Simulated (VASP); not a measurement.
Computed with PBE GGA, VASP's PBE PAW potentials (set 64) (plane waves; VASP).

A VASP calculation is set up with these files.

**INCAR**
```
ALGO=Fast
EDIFF=1E-5
EDIFFG=-0.03
ENCUT=400
GGA=PE
IBRION=2
ISIF=2
ISMEAR=1
LASPH=.TRUE.
LCHARG=.FALSE.
LMAXMIX=4
LREAL=.FALSE.
LWAVE=.FALSE.
NELM=100
NELMIN=4
NSW=20
PREC=Normal
SIGMA=0.1
SYSTEM=V
```

**KPOINTS**
```
Automatic mesh
0
Gamma
20 20 20
0 0 0
```

**POSCAR**
```
V
1
   -1.4972146716     1.4972146716     1.4972146716
    1.4972146716    -1.4972146716     1.4972146716
    1.4972146716     1.4972146716    -1.4972146716
V
1
Direct
  0.0000000000   0.0000000000   0.0000000000
```

POTCAR, in this order: V_sv (PBE.64 set). Program: vasp_std.

Output of the run:

**OUTCAR**
```
 ion  position               nearest neighbor table
   1  0.000  0.000  0.000-
  LATTYP: Found a body centered cubic cell.
 ALAT       =     2.9944293432
 Subroutine PRICEL returns:
 Original cell was already a primitive cell.
 Subroutine GETGRP returns: Found 48 space group operations
The static configuration has the point symmetry O_h .
The dynamic configuration has the point symmetry O_h .
 Subroutine INISYM returns: Found 48 space group operations
 Subroutine IBZKPT returns following result:
 Found    256 irreducible k-points:

 Following reciprocal coordinates:
            Coordinates               Weight
  0.000000  0.000000  0.000000      1.000000
  0.050000  0.000000  0.000000     12.000000
  0.100000  0.000000  0.000000     12.000000
  0.150000  0.000000  0.000000     12.000000
  0.200000  0.000000  0.000000     12.000000
  0.250000  0.000000  0.000000     12.000000
  0.300000  0.000000  0.000000     12.000000
  0.350000  0.000000  0.000000     12.000000
  0.400000  0.000000  0.000000     12.000000
  0.450000  0.000000  0.000000     12.000000
...
```

**OSZICAR**
```
       N       E                     dE             d eps       ncg     rms          rms(c)
DAV:   1     0.709071883032E+02    0.70907E+02   -0.63896E+03  5130   0.118E+03
DAV:   2    -0.913056674252E+01   -0.80038E+02   -0.78255E+02  5276   0.330E+02
DAV:   3    -0.103717496715E+02   -0.12412E+01   -0.12215E+01  5370   0.478E+01
DAV:   4    -0.103787590350E+02   -0.70094E-02   -0.70077E-02  5216   0.381E+00
DAV:   5    -0.103788272649E+02   -0.68230E-04   -0.68229E-04  5340   0.373E-01    0.184E+01
RMM:   6    -0.899130497777E+01    0.13875E+01   -0.52096E+00  5120   0.301E+01    0.167E+00
RMM:   7    -0.899839347250E+01   -0.70885E-02   -0.35697E-01  5126   0.448E+00    0.946E-01
RMM:   8    -0.899137018818E+01    0.70233E-02   -0.18654E-02  5123   0.216E+00    0.457E-01
RMM:   9    -0.899072734616E+01    0.64284E-03   -0.24420E-03  5220   0.680E-01    0.776E-02
RMM:  10    -0.899078942525E+01   -0.62079E-04   -0.80098E-04  5202   0.337E-01    0.773E-02
RMM:  11    -0.899074724466E+01    0.42181E-04   -0.22916E-04  5120   0.245E-01    0.104E-02
RMM:  12    -0.899074734020E+01   -0.95536E-07   -0.14057E-05  3026   0.611E-02
   1 F= -.89907473E+01 E0= -.89907095E+01  d E =-.899075E+01
```

File OUTCAR:
```
------------------------ aborting loop because EDIFF is reached ----------------------------------------
  FORCE on cell =-STRESS in cart. coord.  units (eV):
  Direction    XX          YY          ZZ          XY          YZ          ZX
  --------------------------------------------------------------------------------------
  Total       -0.0534668     -0.0534668     -0.0534668      0.0000000     -0.0000000     -0.0000000
  in kB       -6.3809074     -6.3809074     -6.3809074      0.0000000     -0.0000000     -0.0000000
  external PRESSURE =      -6.3809074 kB  Pullay stress =       0.0000000 kB
  volume of cell :       13.42
      direct lattice vectors                 reciprocal lattice vectors
    -1.497214672  1.497214672  1.497214672     0.000000000  0.333953447  0.333953447
     1.497214672 -1.497214672  1.497214672     0.333953447  0.000000000  0.333953447
     1.497214672  1.497214672 -1.497214672     0.333953447  0.333953447  0.000000000
 POSITION                                       TOTAL-FORCE (eV/Angst)
 -----------------------------------------------------------------------------------
      0.00000      0.00000      0.00000         0.000000     -0.000000      0.000000
 -----------------------------------------------------------------------------------
    total drift:                               -0.000000     -0.000000     -0.000000
  FREE ENERGIE OF THE ION-ELECTRON SYSTEM (eV)
  ---------------------------------------------------
  free  energy   TOTEN  =        -8.9907473402 eV

  energy  without entropy=       -8.9906337354  energy(sigma->0) =       -8.99070947

 reached required accuracy - stopping structural energy minimisation
```
(Selected blocks of OUTCAR.)

File OUTCAR:
```
 val. band max:        9.7347730652   @ k =  -0.4500   0.5000   0.1000

 cond. band min:       9.7409345574   @ k =  -0.2000   0.2500   0.1000


 Fermi energy:         9.7403735603

 k-point     1 :       0.0000    0.0000    0.0000
  band No.  band energies     occupation
      1     -53.9622      2.00000
      2     -27.2638      2.00000
      3     -27.2638      2.00000
      4     -27.2638      2.00000
      5       3.1537      2.00000
      6      10.1609     -0.00000
      7      10.1609     -0.00000
      8      10.1609     -0.00000
      9      12.1782      0.00000
     10      12.1782      0.00000

 k-point     2 :       0.0500    0.0000    0.0000
  band No.  band energies     occupation
      1     -53.9578      2.00000
      2     -27.2878      2.00000
      3     -27.2714      2.00000
      4     -27.2646      2.00000
      5       3.2555      2.00000
      6      10.1170     -0.00000
      7      10.1517     -0.00000
      8      10.2327     -0.00000
      9      12.1267      0.00000
     10      12.1807      0.00000

 k-point     3 :       0.1000    0.0000    0.0000
  band No.  band energies     occupation
      1     -53.9438      2.00000
      2     -27.3550      2.00000
      3     -27.2919      2.00000
      4     -27.2650      2.00000
      5       3.5540      2.00000
      6       9.9925     -0.00211
      7      10.1141     -0.00000
      8      10.4464     -0.00000
      9      12.0014      0.00000
     10      12.1902      0.00000

 k-point     4 :       0.1500    0.0000    0.0000
  band No.  band energies     occupation
      1     -53.9219      2.00000
      2     -27.4587      2.00000
      3     -27.3238      2.00000
      4     -27.2658      2.00000
      5       4.0277      2.00000
      6       9.8042      0.12679
      7      10.0217     -0.00051
      8      10.7903     -0.00000
      9      11.8747      0.00000
     10      12.2097      0.00000

 k-point     5 :       0.2000    0.0000    0.0000
...
```

The compound is V in the bcc structure. It was relaxed first. The run is not spin-polarised, so no magnetic state was tried.
